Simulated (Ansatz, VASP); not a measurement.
# TaSnO3 in two plane-wave programs, part 2 of 2

Wanted: the spread between two codes on one cell, functional and k mesh. The cell is taken from a series of runs on this material, whose earlier steps may have relaxed, scaled, displaced or heated it; both programs get it as it stands.

VASP 6.6.1 and Ansatz 0.2.0.

So far: Starting point; VASP: zone-centre phonons, PBEsol.

### Step 2. VASP: zone-centre phonons, PBEsol (continued)

Level of this step: PBEsol; plane waves and PAW (Ta_pv, Sn_d, O) (VASP).

Numbers of over 12 decimals in the logs are rounded to 6 here.

OUTCAR, selected parts (step 2):

```text
ion  position               nearest neighbor table
   1  0.500  0.500  0.500-   3 2.01   4 2.01   5 2.01   5 2.01   4 2.01   3 2.01   2 3.49   2 3.49
                             2 3.49   2 3.49   2 3.49   2 3.49   2 3.49   2 3.49
   2  0.000  0.000  0.000-   3 2.85   4 2.85   5 2.85   3 2.85   4 2.85   3 2.85   5 2.85   3 2.85
                             4 2.85   5 2.85   4 2.85   5 2.85   1 3.49   1 3.49   1 3.49   1 3.49
   3  0.000  0.500  0.500-   1 2.01   1 2.01   2 2.85   2 2.85   2 2.85   2 2.85
   4  0.500  0.000  0.500-   1 2.01   1 2.01   2 2.85   2 2.85   2 2.85   2 2.85
   5  0.500  0.500  0.000-   1 2.01   1 2.01   2 2.85   2 2.85   2 2.85   2 2.85

  LATTYP: Found a simple cubic cell.
 ALAT       =     4.0241795569

 Subroutine GETGRP returns: Found 48 space group operations
 (whereof 48 operations were pure point group operations)

The static configuration has the point symmetry O_h .

 Found     84 irreducible k-points:

   k-points           NKPTS =     84   k-points in BZ     NKDIM =     84   number of bands    NBANDS=     27

   dimension x,y,z NGX =    32 NGY =   32 NGZ =   32
   dimension x,y,z NGXF=    64 NGYF=   64 NGZF=   64

   ENCUT  =  600.0 eV  44.10 Ry    6.64 a.u.   8.04  8.04  8.04*2*pi/ulx,y,z

   NELECT =      43.0000    total number of electrons

 k-points in reciprocal lattice and weights: Automatic mesh
   0.00000000  0.00000000  0.00000000       0.001
   0.08333333  0.00000000  0.00000000       0.003
   0.16666667  0.00000000  0.00000000       0.003
   0.25000000  0.00000000  0.00000000       0.003
   0.33333333  0.00000000  0.00000000       0.003
   0.41666667  0.00000000  0.00000000       0.003
   0.50000000  0.00000000  0.00000000       0.002
   0.08333333  0.08333333  0.00000000       0.007
   0.16666667  0.08333333  0.00000000       0.014
[...]
0.41666667  0.41666667  0.25000000       0.014
[...]
POSITION                                       TOTAL-FORCE (eV/Angst)
 -----------------------------------------------------------------------------------
      2.01209      2.01209      2.01209         0.000000      0.000000      0.000000
      0.00000      0.00000      0.00000         0.000000      0.000000      0.000000
      0.00000      2.01209      2.01209         0.000000      0.000000      0.000000
      2.01209      0.00000      2.01209         0.000000      0.000000      0.000000
      2.01209      2.01209      0.00000         0.000000      0.000000      0.000000
 -----------------------------------------------------------------------------------
    total drift:                                0.000000     -0.000000     -0.000000

 Eigenvectors and eigenvalues of the dynamical matrix
 ----------------------------------------------------

   1 f  =   17.180782 THz   107.950039 2PiTHz  573.089213 cm-1    71.053975 meV
             X         Y         Z           dx          dy          dz
      2.012090  2.012090  2.012090     0.000000    0.000000   -0.186156
      0.000000  0.000000  0.000000     0.000000    0.000000   -0.007029
      0.000000  2.012090  2.012090    -0.000000    0.000000   -0.155998
      2.012090  0.000000  2.012090     0.000000   -0.000000   -0.155998
      2.012090  2.012090  0.000000     0.000000    0.000000    0.957406

   2 f  =   17.180782 THz   107.950039 2PiTHz  573.089213 cm-1    71.053975 meV
             X         Y         Z           dx          dy          dz
      2.012090  2.012090  2.012090     0.184437   -0.025243    0.000000
      0.000000  0.000000  0.000000     0.006964   -0.000953   -0.000000
      0.000000  2.012090  2.012090    -0.948563   -0.021153   -0.000000
      2.012090  0.000000  2.012090     0.154557    0.129825    0.000000
      2.012090  2.012090  0.000000     0.154557   -0.021153    0.000000

   3 f  =   17.180782 THz   107.950039 2PiTHz  573.089213 cm-1    71.053975 meV
             X         Y         Z           dx          dy          dz
      2.012090  2.012090  2.012090    -0.025243   -0.184437    0.000000
      0.000000  0.000000  0.000000    -0.000953   -0.006964    0.000000
      0.000000  2.012090  2.012090     0.129825   -0.154557    0.000000
      2.012090  0.000000  2.012090    -0.021153    0.948563   -0.000000
      2.012090  2.012090  0.000000    -0.021153   -0.154557    0.000000

   4 f  =    8.069329 THz    50.701087 2PiTHz  269.163828 cm-1    33.372046 meV
             X         Y         Z           dx          dy          dz
      2.012090  2.012090  2.012090     0.000000   -0.000000    0.000000
      0.000000  0.000000  0.000000    -0.000000    0.000000   -0.000000
      0.000000  2.012090  2.012090    -0.000000   -0.377684    0.565482
      2.012090  0.000000  2.012090    -0.193867    0.000000   -0.565482
      2.012090  2.012090  0.000000     0.193867    0.377684    0.000000

   5 f  =    8.069329 THz    50.701087 2PiTHz  269.163828 cm-1    33.372046 meV
             X         Y         Z           dx          dy          dz
      2.012090  2.012090  2.012090     0.000000    0.000000   -0.000000
      0.000000  0.000000  0.000000    -0.000000   -0.000000   -0.000000
      0.000000  2.012090  2.012090    -0.000000    0.549396    0.237961
      2.012090  0.000000  2.012090    -0.376216   -0.000000   -0.237961
      2.012090  2.012090  0.000000     0.376216   -0.549396    0.000000

   6 f  =    8.069329 THz    50.701087 2PiTHz  269.163828 cm-1    33.372046 meV
             X         Y         Z           dx          dy          dz
      2.012090  2.012090  2.012090    -0.000000   -0.000000   -0.000000
      0.000000  0.000000  0.000000     0.000000    0.000000    0.000000
      0.000000  2.012090  2.012090     0.000000    0.235623    0.351574
      2.012090  0.000000  2.012090     0.566460    0.000000   -0.351574
      2.012090  2.012090  0.000000    -0.566460   -0.235623    0.000000

   7 f  =    7.843234 THz    49.280490 2PiTHz  261.622113 cm-1    32.436993 meV
             X         Y         Z           dx          dy          dz
      2.012090  2.012090  2.012090     0.399923    0.301720   -0.009051
      0.000000  0.000000  0.000000    -0.114057   -0.086050    0.002581
      0.000000  2.012090  2.012090    -0.079001   -0.360983    0.010828
      2.012090  0.000000  2.012090    -0.478475   -0.059602    0.010828
      2.012090  2.012090  0.000000    -0.478475   -0.360983    0.001788

   8 f  =    7.843234 THz    49.280490 2PiTHz  261.622113 cm-1    32.436993 meV
             X         Y         Z           dx          dy          dz
      2.012090  2.012090  2.012090    -0.005686   -0.007491   -0.500966
      0.000000  0.000000  0.000000     0.001622    0.002136    0.142875
      0.000000  2.012090  2.012090     0.001123    0.008962    0.599364
      2.012090  0.000000  2.012090     0.006803    0.001480    0.599364
      2.012090  2.012090  0.000000     0.006803    0.008962    0.098961

   9 f  =    7.843234 THz    49.280490 2PiTHz  261.622113 cm-1    32.436993 meV
             X         Y         Z           dx          dy          dz
      2.012090  2.012090  2.012090     0.301802   -0.399955    0.002555
      0.000000  0.000000  0.000000    -0.086074    0.114067   -0.000729
      0.000000  2.012090  2.012090    -0.059618    0.478513   -0.003056
      2.012090  0.000000  2.012090    -0.361081    0.079007   -0.003056
      2.012090  2.012090  0.000000    -0.361081    0.478513   -0.000505

  10 f  =    0.010486 THz     0.065887 2PiTHz    0.349783 cm-1     0.043368 meV
             X         Y         Z           dx          dy          dz
      2.012090  2.012090  2.012090    -0.726541    0.020947    0.000511
      0.000000  0.000000  0.000000    -0.574531    0.016565    0.000404
      0.000000  2.012090  2.012090    -0.216298    0.006265    0.000153
      2.012090  0.000000  2.012090    -0.217298    0.006236    0.000153
      2.012090  2.012090  0.000000    -0.217298    0.006265    0.000152

  11 f  =    0.010486 THz     0.065887 2PiTHz    0.349783 cm-1     0.043368 meV
             X         Y         Z           dx          dy          dz
      2.012090  2.012090  2.012090     0.020948    0.725732    0.034267
      0.000000  0.000000  0.000000     0.016565    0.573892    0.027098
      0.000000  2.012090  2.012090     0.006236    0.217056    0.010249
      2.012090  0.000000  2.012090     0.006265    0.216057    0.010249
      2.012090  2.012090  0.000000     0.006265    0.217056    0.010202

  12 f  =    0.010486 THz     0.065887 2PiTHz    0.349783 cm-1     0.043368 meV
             X         Y         Z           dx          dy          dz
      2.012090  2.012090  2.012090     0.000477    0.034267   -0.726034
      0.000000  0.000000  0.000000     0.000377    0.027098   -0.574131
      0.000000  2.012090  2.012090     0.000142    0.010249   -0.217147
      2.012090  0.000000  2.012090     0.000143    0.010202   -0.217147
      2.012090  2.012090  0.000000     0.000143    0.010249   -0.216147

  13 f/i=    0.938821 THz     5.898784 2PiTHz   31.315684 cm-1     3.882648 meV
             X         Y         Z           dx          dy          dz
      2.012090  2.012090  2.012090     0.012626   -0.002787   -0.431072
      0.000000  0.000000  0.000000    -0.023588    0.005208    0.805348
      0.000000  2.012090  2.012090     0.004789   -0.001698   -0.262643
      2.012090  0.000000  2.012090     0.007693   -0.001057   -0.262643
      2.012090  2.012090  0.000000     0.007693   -0.001698   -0.163493

  14 f/i=    0.938821 THz     5.898784 2PiTHz   31.315684 cm-1     3.882648 meV
             X         Y         Z           dx          dy          dz
      2.012090  2.012090  2.012090     0.423687   -0.079450    0.012923
      0.000000  0.000000  0.000000    -0.791552    0.148432   -0.024144
      0.000000  2.012090  2.012090     0.160692   -0.048407    0.007874
      2.012090  0.000000  2.012090     0.258143   -0.030133    0.007874
      2.012090  2.012090  0.000000     0.258143   -0.048407    0.004901

  15 f/i=    0.938821 THz     5.898784 2PiTHz   31.315684 cm-1     3.882648 meV
             X         Y         Z           dx          dy          dz
      2.012090  2.012090  2.012090    -0.079497   -0.423875    0.000412
      0.000000  0.000000  0.000000     0.148521    0.791903   -0.000771
      0.000000  2.012090  2.012090    -0.030151   -0.258258    0.000251
      2.012090  0.000000  2.012090    -0.048436   -0.160763    0.000251
      2.012090  2.012090  0.000000    -0.048436   -0.258258    0.000156

 ELASTIC MODULI CONTR FROM IONIC RELAXATION (kBar)
 Direction    XX          YY          ZZ          XY          YZ          ZX
 --------------------------------------------------------------------------------
 XX           0.0000      0.0000      0.0000      0.0000      0.0000      0.0000
 YY           0.0000      0.0000      0.0000      0.0000      0.0000      0.0000
 ZZ           0.0000      0.0000      0.0000      0.0000      0.0000      0.0000
 XY           0.0000      0.0000      0.0000      0.0000      0.0000      0.0000
 YZ           0.0000      0.0000      0.0000      0.0000      0.0000      0.0000
 ZX           0.0000      0.0000      0.0000      0.0000      0.0000      0.0000
 --------------------------------------------------------------------------------
```

Energies printed during the response cycles are not total energies of the cell.

### Step 3. Ansatz: zone-centre phonons, PBEsol

Ansatz runs on its PAW soft_1 files.

The same cell, functional, mesh and smearing now go to Ansatz, which takes its cutoff from its data sets.

input.yaml reads:

```yaml
crystal:
  lattice:
    - [4.0241795569, 0.0, 0.0]
    - [0.0, 4.0241795569, 0.0]
    - [0.0, 0.0, 4.0241795569]
  atoms:
    - { symbol: Ta, position: [0.5, 0.5, 0.5] }
    - { symbol: Sn, position: [0.0, 0.0, 0.0] }
    - { symbol: O, position: [0.0, 0.5, 0.5] }
    - { symbol: O, position: [0.5, 0.0, 0.5] }
    - { symbol: O, position: [0.5, 0.5, 0.0] }
kpoints:
  mp_grid: { grid: [12, 12, 12] }
hamiltonian:
  xc: pbesol
  pseudopotentials: { kind: paw, azcp: { folder: soft_1 }, xc_functional: pbe }
scf:
  occupations: { method: methfessel_paxton, width: 0.2 }
output:
  eigenvalues: true
phonons:
  method: dfpt
```

Started as:

```bash
$ ansatz run input.yaml --threads 4 --pin off --max-ram 10240MiB --backend cpu --events-out ev --progress --plain --runs-dir out
```

The program printed:

```text
zone centre: on kpoints.mp_grid the ground state, and the responses unless they are solved on pairs of k-points, stand on 343 of the mesh's 1728 k-points, reduced under 8 symmetry operations, with k and −k counted as one. Each operation leaves every solved displacement unchanged or reverses it
Engine: ansatz 0.2.0, aarch64-unknown-linux-gnu
Pseudopotentials: kind: paw
Pseudopotential: Ta, paw, valence charge 13, recommended cutoff 420 eV (normal), soft_1/Ta.paw.azcp
Pseudopotential: Sn, paw, valence charge 14, recommended cutoff 420 eV (normal), soft_1/Sn.paw.azcp
Pseudopotential: O, paw, valence charge 6, recommended cutoff 420 eV (normal), soft_1/O.paw.azcp
Functional definition: PBEsol
  exchange = pbesol_x
  correlation = pbesol_c
Crystal: 5 atoms, lattice volume = 65.168 Å³
Basis set: ecut = 420 eV, 1309 PW (Γ), exchange–correlation on 54×54×54 points (8 copies of the dense FFT grid, shifted against one another)
Bands: 28, of which v1, the nominal top of the filled ones, is band 23 counted from 1 (22 counted from 0)
Symmetry: 48 space group operations
k-points: 343 of 1728 (irreducible under 8 space group operations)
Non-local potential: Ta, projectors of the file, l = 0: 3, l = 1: 2, l = 2: 2, l = 3: 1
Non-local potential: Sn, projectors of the file, l = 0: 2, l = 1: 2, l = 2: 2, l = 3: 1
Non-local potential: O, projectors of the file, l = 0: 2, l = 1: 2, l = 2: 1
PAW form: soft (Blöchl's): semilocal exchange-correlation on the pseudo side does not see the compensation charge
PAW frozen core: Ta, regenerated for the run's functional, and the local potential with it (the file was generated under x = pbe(κ = 0.804, μ = 0.219515), c = pbe(β = 0.066725))
PAW frozen core: Sn, regenerated for the run's functional, and the local potential with it (the file was generated under x = pbe(κ = 0.804, μ = 0.219515), c = pbe(β = 0.066725))
PAW frozen core: O, regenerated for the run's functional, and the local potential with it (the file was generated under x = pbe(κ = 0.804, μ = 0.219515), c = pbe(β = 0.066725))
PAW one-centre angular grid: Ta, 590 points (default); XC on 64 Gauss nodes
PAW one-centre angular grid: Sn, 590 points (default); XC on 64 Gauss nodes
PAW one-centre angular grid: O, 110 points (default); XC on 64 Gauss nodes
Initial density: superposition of atomic densities (chi_scale 0.1, normalization cell, long waves kept (reshape's long-wave potential 0.00 eV rms))
Initial wavefunctions: pseudopotential atomic-orbital guess
Functional: x = pbesol(κ = 0.804, μ = 0.123457), c = pbesol(β = 0.046)
SCF iter   1: F=—  HF=-17442.426539 eV  |F-HF|=—  |Δ(HF+E_count)|=         —  Δρ=4.77e-2  dr2=1.34e0  ethr=3.10e-3  ⟨swp⟩=5.4  Hψ=39413  notcnv=0
preconditioner: auto → Kerker (q_TF=auto, 2.565 Å⁻¹)  [metal: Δε(μ)=0.046 eV  Ē_g=14.801 eV  σ=0.200 eV  W_gap=0.19  n_scr=18 (ndim 8)  ℏωp=28.0 eV  f_vac=0.000  D(μ)=1.50/eV (n_scr^D=6)]
SCF iter   2: F=—  HF=-17442.280526 eV  |F-HF|=—  |Δ(HF+E_count)|=   1.46e-1  S|Δr|=    0.00e0  Δρ=2.56e-2  dr2=3.86e-1  ethr=2.98e-3  ⟨swp⟩=2.0  Hψ=13905  notcnv=0  defer=139
SCF iter   3: F=—  HF=-17442.239949 eV  |F-HF|=—  |Δ(HF+E_count)|=   4.06e-2  S|Δr|=    0.00e0  Δρ=1.31e-2  dr2=6.43e-2  ethr=8.59e-4  ⟨swp⟩=2.0  Hψ=13882  notcnv=0  defer=139
SCF iter   4: F=—  HF=-17442.228938 eV  |F-HF|=—  |Δ(HF+E_count)|=   1.10e-2  S|Δr|=    0.00e0  Δρ=2.69e-3  dr2=3.95e-3  ethr=1.43e-4  ⟨swp⟩=2.5  Hψ=16427  notcnv=0  defer=115
SCF iter   5: F=—  HF=-17442.229643 eV  |F-HF|=—  |Δ(HF+E_count)|=   7.05e-4  S|Δr|=    0.00e0  Δρ=6.87e-4  dr2=3.77e-4  ethr=8.78e-6  ⟨swp⟩=2.6  Hψ=14996  notcnv=0  defer=115
SCF iter   6: F=—  HF=-17442.229732 eV  |F-HF|=—  |Δ(HF+E_count)|=   8.93e-5  S|Δr|=    0.00e0  Δρ=2.13e-4  dr2=3.43e-5  ethr=8.37e-7  ⟨swp⟩=2.4  Hψ=14220  notcnv=0  defer=115
SCF iter   7: F=—  HF=-17442.229736 eV  |F-HF|=—  |Δ(HF+E_count)|=   3.61e-6  S|Δr|=    0.00e0  Δρ=6.09e-5  dr2=2.04e-6  ethr=7.63e-8  ⟨swp⟩=2.0  Hψ=15393  notcnv=0  defer=115
SCF iter   8: F=—  HF=-17442.229737 eV  |F-HF|=—  |Δ(HF+E_count)|=   5.79e-7  S|Δr|=    0.00e0  Δρ=1.49e-5  dr2=9.24e-8  ethr=4.52e-9  ⟨swp⟩=2.6  Hψ=15398  notcnv=0  defer=115
SCF iter   9: F=—  HF=-17442.229737 eV  |F-HF|=—  |Δ(HF+E_count)|=   3.22e-8  S|Δr|=    0.00e0  Δρ=2.78e-6  dr2=3.29e-9  ethr=2.05e-10  ⟨swp⟩=2.0  Hψ=15796  notcnv=0  defer=115
SCF iter  10: F=—  HF=-17442.229737 eV  |F-HF|=—  |Δ(HF+E_count)|=  9.24e-10  S|Δr|=    0.00e0  Δρ=2.96e-7  dr2=3.64e-11  ethr=7.32e-12  ⟨swp⟩=2.0  Hψ=14106  notcnv=0  defer=115
SCF iter  11: F=-17442.229737 eV  HF=-17442.229737 eV  |F-HF|=0.00e0  |Δ(HF+E_count)|=  1.09e-11  S|Δr|=    0.00e0  Δρ=3.71e-8  dr2=7.32e-13  ethr=1.00e-12  ⟨swp⟩=7.3  Hψ=41403  notcnv=0
SCF 1 converged in 11 iterations: F = -17442.229737 eV  dr2 = 7.32e-13
  greatest PAW one-centre occupation: 0.999 electrons in one spin orbital (limit 2), on the Ta atom at site 0 (counted from 0), in its partial waves of l = 0
DFPT response loops at Γ: preconditioner auto → Kerker (q_TF=auto, 2.565 Å⁻¹) (partly filled bands, converged f_vac=0.000); β = 1.00, the filter's whole step (`scf.mixing.beta` (0.50) is not read by the response loops under this deck's `scf.mixing.preconditioner`; to damp them name `kerker` or `kerker_dos`, under which they read `scf.mixing.beta`, and type it under 1.00, their step now; both keys bind the ground state too); Broyden in place of MSR1
SCF converged after 11 iterations
Stability not checked: this state was not tested for a lower state beside it, because cold or Methfessel-Paxton smearing, or corrected tetrahedra, fill the levels in a way that the test cannot read (fill_not_monotonic; see scf.lower_state_search)
Free energy (F): -17442.229737 eV
Harris-Foulkes:  -17442.229737 eV  (|F-HF|=0.00e0)
Internal energy: -17442.220704 eV  (E = F + TS)
E sigma→0 (E₀):  -17442.227479 eV
Entropy (-TS):   -0.009033 eV (-1.807 meV/atom)
Fermi energy:    13.743095 eV
--- Per-component energies (eV) ---
  E_band       = -215.213755
  E_kinetic    = 1059.618081
  E_local      = -2457.797112  (includes V_loc(G=0)·N_el)
  E_nonlocal   = 297.576062
  E_hartree    = 1011.825395
  E_xc         = -654.992172
  E_vxc        = -584.961946  (∫ρ·V_xc dr)
  E_paw        = -12944.979212  (= ΣΔE_a)
  E_vpaw       = -553.302308  (= ΣTr[D̂ρ^β])
  E_aug_tail   = 0.002663  (compensation charges beyond the density's cutoff)
  E_ewald      = -3754.078825
  E_core_change = 0.604416  (= ΣΔE_core)
  E_smearing   = -0.009033  (= −TS)
  E_closure    = 0.000000  (closes the sum)
  Σ components = -17442.229737   (vs F -17442.229737, Δ=0.00e0)
--- Band table (eV; the first three rows and the last of 343) ---
  k-point 0: bands = [... 19 lower, 9.3743, 9.3743, 9.3743, 12.9903, 12.9903, 12.9903, 17.1719, 17.1719, ... 1 higher]
  k-point 1: bands = [... 19 lower, 9.2000, 9.3470, 9.3470, 12.9959, 13.1845, 13.1845, 16.7157, 17.1210, ... 1 higher]
  k-point 2: bands = [... 19 lower, 9.0622, 9.3225, 9.3225, 13.0112, 13.6790, 13.6790, 15.8511, 16.9895, ... 1 higher]
  k-point 342: bands = [... 19 lower, 10.0415, 10.0415, 10.0415, 16.1275, 16.1275, 16.1275, 17.2395, 17.2395, ... 1 higher]
--- Phonons (Γ-DFPT): 4 representative perturbations + reference, on 343 of 1728 k-points (Σ response iterations 12) ---
  k mesh reduced under 8 symmetry operations, with k and −k counted as one. Each operation leaves every solved displacement unchanged or reverses it
  ASR residual: 7.642e-4 → 0.000e0 eV/Å²; symmetrization residual: 5.492e-6 eV/Å²
  ASR residual per site (eV/Å²): 7.64e-4 4.43e-6 4.80e-4 4.80e-4 4.80e-4
  Γ frequencies (cm⁻¹): -33.44 -33.44 -33.44 0.00 0.00 0.00 259.79 259.79 259.79 269.31 269.31 269.31 557.76 557.76 557.76
  non-analytic LO–TO correction: not included (Born effective charges unavailable; polar crystals: no LO–TO splitting at Γ)
```

### Step 4. Comparison

Known differences besides the potentials themselves: the data sets hold 45 valence electrons in Ansatz (on its PAW soft_1 files) and 43 in VASP; the cutoff is 420 eV in Ansatz and 600 eV in VASP; Ansatz makes its cores anew for this functional, VASP keeps those of its PBE data sets. Total energies have different zeros and are not compared.

The two programs side by side:

| quantity | Ansatz | VASP | difference |
| --- | --- | --- | --- |
| optical mode 1 to 3 (imaginary, printed as negative) (cm⁻¹) | -33.4 | -31.3 | -2.1 |
| optical mode 4 to 6 (cm⁻¹) | 259.8 | 261.6 | -0.70 % |
| optical mode 7 to 9 (cm⁻¹) | 269.3 | 269.2 | +0.05 % |
| optical mode 10 to 12 (cm⁻¹) | 557.8 | 573.1 | -2.67 % |

Modes are paired by rising frequency, not by their patterns, so a pair may set unlike modes beside each other; they are those without the splitting of longitudinal modes.

### Step 5. Results

* r.m.s. difference of the optical zone-centre modes, each program's sorted by frequency (zone-centre phonons, PBEsol): 7.8 cm⁻¹
* difference in optical mode 10 to 12 (zone-centre phonons, PBEsol): -2.7 %

What this shows: The r.m.s. difference of the optical zone-centre modes, each program's sorted by frequency is 7.8 cm⁻¹ (zone-centre phonons, PBEsol). The data sets hold unlike numbers of valence electrons (45 in Ansatz and 43 in VASP), so part of the differences comes from the potentials. Among the rows given in per cent, the largest difference of the zone-centre phonons, PBEsol pair is in optical mode 10 to 12, -2.7 %. Such differences can come from data sets, numerical settings and the points named under the comparisons, not from the functional's error against experiment.

[Lines on the potential files, build, host, timing and source positions are cut from VASP's logs without a mark.]

[Logs are printed without paths, hosts, clocks, repeated set-up lines and the standing remarks that a program may print on its own settings, such as how far it seeks lower states.]

[Hosts, paths, dates, database ids (printed as entryN), source tags and the programs' standing remarks are cut or masked in the printed files.]
